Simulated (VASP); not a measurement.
VASP ran on this input.

KPOINTS:
```
K-points
0
G
 11 11 2
0 0 0
```

**POSCAR**
```
C
1.0
  2.4578754357   0.0000000000   0.0000000000
 -1.2289377178   2.1285828853   0.0000000000
  0.0000000000   0.0000000000  19.9965022179
C
2
Cartesian
  1.2289389468   0.7095269189  19.9965022179
 -0.0000012289   1.4190559664   0.0000000000
```

**INCAR**
```
SYSTEM = C
PREC = Accurate; ENCUT = 520; LREAL = .False.
LASPH = .True.
EDIFF = 1E-8; NELM = 100; ALGO = Normal
LMIXTAU = .True.
ISMEAR = 0; SIGMA = 0.05
METAGGA = R2SCAN
IBRION = 1; NSW = 30; ISIF = 2
EDIFFG = -0.001
LWAVE = .False.; LCHARG = .False.
```

POTCAR, in this order: C (PBE.64 set). Program: vasp_std.

Problem. Write an equivalent input for Ansatz.

Solution. One equivalent input (not run):
Ansatz 0.2 input:
```yaml
crystal:
  lattice:
    - [2.4578754, 0.0000000, 0.0000000]
    - [-1.2289377, 2.1285829, 0.0000000]
    - [0.0000000, 0.0000000, 19.9965022]
  atoms:
    - { symbol: C, position: [0.6666670, 0.3333330, 1.0000000] }
    - { symbol: C, position: [0.3333330, 0.6666670, 0.0000000] }
kpoints:
  mp_grid: { grid: [11, 11, 2] }
hamiltonian:
  xc: r2scan
  pseudopotentials: { kind: paw }
scf:
  occupations: { method: gaussian, width: 0.05 }
  max_iter: 100
relax:
  max_steps: 30
  f_tol: 0.001
output: { forces: true, stress: true, eigenvalues: true }
```
What does not carry over: each code has its own PAW files, so the cut-off isn't converted (ENCUT is set for VASP's; basis.ecutwfc is left out, and Ansatz then takes the one that its files recommend); Ansatz stops its SCF on the density residual and VASP on the energy change (EDIFF).

The cell is a sheet with vacuum, built from a database entry that may be metastable or hypothetical.
